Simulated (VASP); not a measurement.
```yaml
crystal:
  lattice:
    - [-1.60500, 1.60500, 3.92500]
    - [1.60500, -1.60500, 3.92500]
    - [1.60500, 1.60500, -3.92500]
  atoms:
    - { symbol: Si, position: [0.66500, 0.66500, 0.00000] }
    - { symbol: Si, position: [0.33500, 0.33500, 0.00000] }
    - { symbol: Mo, position: [0.00000, 0.00000, 0.00000] }
```

Computed with PBE GGA + U (Dudarev), VASP's PBE PAW potentials (set 64) (plane waves; VASP 6.6.1). Numerical set-up: 400 eV cut-off, 12×12×12 Γ-centred mesh, first-order Methfessel-Paxton smearing of 0.10 eV, potentials Si Mo_sv, U − J: Mo 5.00 eV.

Question: What does the run give for the energy per atom (σ→0), pressure, largest force, band gap (on the k-mesh) with the smallest direct gap where there is one?

Answer: 
The band gap (on the k-mesh) comes out as none (metal, semimetal or under 0.01 eV) and the energy per atom (σ→0) is -5.775 eV/atom. The pressure comes out as 4.42 GPa and the largest force is 0.180 eV/Å.

Only differences to runs with the same potentials and settings are physical.

The compound is MoSi2 in the MoSi2 type structure. The cell was not relaxed at this level. The run is one of a series of settings (LDAU = .TRUE., LDAUJ = 0 0, LDAUL = -1 2, LDAUTYPE = 2, LDAUU = 0 5.0, LMAXMIX = 2 against the base run), some of them coarse on purpose.
